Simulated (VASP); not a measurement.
Computed with LDA (Ceperley-Alder, Perdew-Zunger), VASP's LDA PAW potentials (set 64) (plane waves; VASP).

VASP ran on this input.

**KPOINTS**
```
Regular mesh
0
G
  13 13 13
0 0 0
```

INCAR:
```
EDIFF=1E-7
LCHARG=F
LMAXMIX=4   # l cut-off of mixed one-centre charges
LWAVE=F
LASPH=T
NELM=100   # most electronic steps
ISIF=2   # forces and stress, cell fixed
LREAL=F
SIGMA=0.1   # width (eV)
SYSTEM=FeAl
PREC=Accurate
ENCUT=520   # plane-wave cut-off (eV)
ISMEAR=1
ALGO=Normal   # blocked Davidson
```

### POSCAR
```
FeAl
1
    2.7846534944     0.0000000000     0.0000000000
    0.0000000000     2.7846534944     0.0000000000
    0.0000000000     0.0000000000     2.7846534944
Al Fe
1 1
Direct
  0.5000000000   0.5000000000   0.5000000000
  0.0000000000   0.0000000000   0.0000000000
```

POTCAR, in this order: Al Fe (LDA.64 set). Program: vasp_std.

The resulting files:

### OUTCAR
```
 ion  position               nearest neighbor table
   1  0.500  0.500  0.500-   2 2.41   2 2.41   2 2.41   2 2.41   2 2.41   2 2.41   2 2.41   2 2.41
  LATTYP: Found a simple cubic cell.
 ALAT       =     2.7846534944
 Subroutine PRICEL returns:
 Original cell was already a primitive cell.
 Subroutine GETGRP returns: Found 48 space group operations
The static configuration has the point symmetry O_h .
The dynamic configuration has the point symmetry O_h .
 Subroutine INISYM returns: Found 48 space group operations
 Subroutine IBZKPT returns following result:
 Found     84 irreducible k-points:

 Following reciprocal coordinates:
            Coordinates               Weight
  0.000000  0.000000  0.000000      1.000000
  0.076923  0.000000  0.000000      6.000000
  0.153846  0.000000  0.000000      6.000000
  0.230769  0.000000  0.000000      6.000000
  0.307692  0.000000  0.000000      6.000000
  0.384615  0.000000  0.000000      6.000000
  0.461538  0.000000  0.000000      6.000000
  0.076923  0.076923  0.000000     12.000000
  0.153846  0.076923  0.000000     24.000000
  0.230769  0.076923  0.000000     24.000000
  0.307692  0.076923  0.000000     24.000000
  0.384615  0.076923  0.000000     24.000000
  0.461538  0.076923  0.000000     24.000000
  0.153846  0.153846  0.000000     12.000000
  0.230769  0.153846  0.000000     24.000000
  0.307692  0.153846  0.000000     24.000000
  0.384615  0.153846  0.000000     24.000000
  0.461538  0.153846  0.000000     24.000000
  0.230769  0.230769  0.000000     12.000000
  0.307692  0.230769  0.000000     24.000000
  0.384615  0.230769  0.000000     24.000000
  0.461538  0.230769  0.000000     24.000000
  0.307692  0.307692  0.000000     12.000000
  0.384615  0.307692  0.000000     24.000000
  0.461538  0.307692  0.000000     24.000000
  0.384615  0.384615  0.000000     12.000000
  0.461538  0.384615  0.000000     24.000000
  0.461538  0.461538  0.000000     12.000000
  0.076923  0.076923  0.076923      8.000000
  0.153846  0.076923  0.076923     24.000000
  0.230769  0.076923  0.076923     24.000000
  0.307692  0.076923  0.076923     24.000000
  0.384615  0.076923  0.076923     24.000000
  0.461538  0.076923  0.076923     24.000000
  0.153846  0.153846  0.076923     24.000000
  0.230769  0.153846  0.076923     48.000000
  0.307692  0.153846  0.076923     48.000000
  0.384615  0.153846  0.076923     48.000000
  0.461538  0.153846  0.076923     48.000000
  0.230769  0.230769  0.076923     24.000000
   k-points           NKPTS =     84   k-points in BZ     NKDIM =     84   number of bands    NBANDS=      9
   number of dos      NEDOS =    301   number of ions     NIONS =      2
   total plane-waves  NPLWV =  13824
   dimension x,y,z NGX =    24 NGY =   24 NGZ =   24
   dimension x,y,z NGXF=    48 NGYF=   48 NGZF=   48
   ions per type =               1   1
   PREC   = accura    normal or accurate (medium, high low for compatibility)
   ISTART =      0    job   : 0-new  1-cont  2-samecut
   ICHARG =      2    charge: 1-file 2-atom 10-const
   ISPIN  =      1    spin polarized calculation?
   LNONCOLLINEAR =      F non collinear calculations
   LSORBIT =      F    spin-orbit coupling
   INIWAV =      1    electr: 0-lowe 1-rand  2-diag
   ENCUT  =  520.0 eV  38.22 Ry    6.18 a.u.   5.18  5.18  5.18*2*pi/ulx,y,z
   NELM   =    100;   NELMIN=  2; NELMDL= -5     # of ELM steps
   EDIFF  = 0.1E-06   stopping-criterion for ELM
   LREAL  =      F    real-space projection
   NLSPLINE    = F    spline interpolate recip. space projectors
   LMAXMIX     =    4 max onsite mixed and CHGCAR
   VOSKOWN=      0    Vosko Wilk Nusair interpolation
...
```

### OSZICAR
```
       N       E                     dE             d eps       ncg     rms          rms(c)
DAV:   1     0.303072079236E+02    0.30307E+02   -0.51148E+03  1528   0.128E+03
DAV:   2    -0.149430109322E+02   -0.45250E+02   -0.43121E+02  1512   0.181E+02
DAV:   3    -0.161723997527E+02   -0.12294E+01   -0.12116E+01  1825   0.417E+01
DAV:   4    -0.161958022268E+02   -0.23402E-01   -0.23373E-01  1942   0.510E+00
DAV:   5    -0.161962944021E+02   -0.49218E-03   -0.49213E-03  1865   0.634E-01    0.145E+01
DAV:   6    -0.174168236710E+02   -0.12205E+01   -0.62296E+01  1709   0.136E+02    0.153E+01
DAV:   7    -0.143613412302E+02    0.30555E+01   -0.29255E+01  1712   0.839E+01    0.255E+00
DAV:   8    -0.143102483813E+02    0.51093E-01   -0.21909E-01  1855   0.651E+00    0.128E+00
DAV:   9    -0.142932759809E+02    0.16972E-01   -0.35994E-02  1973   0.283E+00    0.307E-01
DAV:  10    -0.142929339773E+02    0.34200E-03   -0.58016E-04  1858   0.374E-01    0.165E-01
DAV:  11    -0.142929026784E+02    0.31299E-04   -0.26320E-05  1671   0.439E-02    0.101E-02
DAV:  12    -0.142929021554E+02    0.52292E-06   -0.16654E-06  2048   0.190E-02    0.586E-03
DAV:  13    -0.142929020874E+02    0.68004E-07   -0.42327E-07   949   0.854E-03
   1 F= -.14292902E+02 E0= -.14292795E+02  d E =-.320193E-03
```

OUTCAR:
```
------------------------ aborting loop because EDIFF is reached ----------------------------------------
  FORCE on cell =-STRESS in cart. coord.  units (eV):
  Direction    XX          YY          ZZ          XY          YZ          ZX
  --------------------------------------------------------------------------------------
  Total        0.9254187      0.9254187      0.9254187      0.0000000     -0.0000000      0.0000000
  in kB       68.6649904     68.6649904     68.6649904      0.0000000     -0.0000000      0.0000000
  external PRESSURE =      68.6649904 kB  Pullay stress =       0.0000000 kB
  volume of cell :       21.59
      direct lattice vectors                 reciprocal lattice vectors
     2.784653494  0.000000000  0.000000000     0.359111107  0.000000000  0.000000000
     0.000000000  2.784653494  0.000000000     0.000000000  0.359111107  0.000000000
     0.000000000  0.000000000  2.784653494     0.000000000  0.000000000  0.359111107
 POSITION                                       TOTAL-FORCE (eV/Angst)
 -----------------------------------------------------------------------------------
      1.39233      1.39233      1.39233         0.000000      0.000000      0.000000
      0.00000      0.00000      0.00000         0.000000      0.000000      0.000000
 -----------------------------------------------------------------------------------
    total drift:                                0.000000      0.000000      0.000000
  FREE ENERGIE OF THE ION-ELECTRON SYSTEM (eV)
  ---------------------------------------------------
  free  energy   TOTEN  =       -14.2929020874 eV

  energy  without entropy=      -14.2925818941  energy(sigma->0) =      -14.29279536
```
(Selected blocks of OUTCAR.)

The compound is FeAl in the CsCl type structure. This cell is one point of a volume scan, at 0.97 of the reference volume. The run is not spin-polarised, so no magnetic state was tried. The electron count is odd and the run is not spin-polarised, which forces a metal.
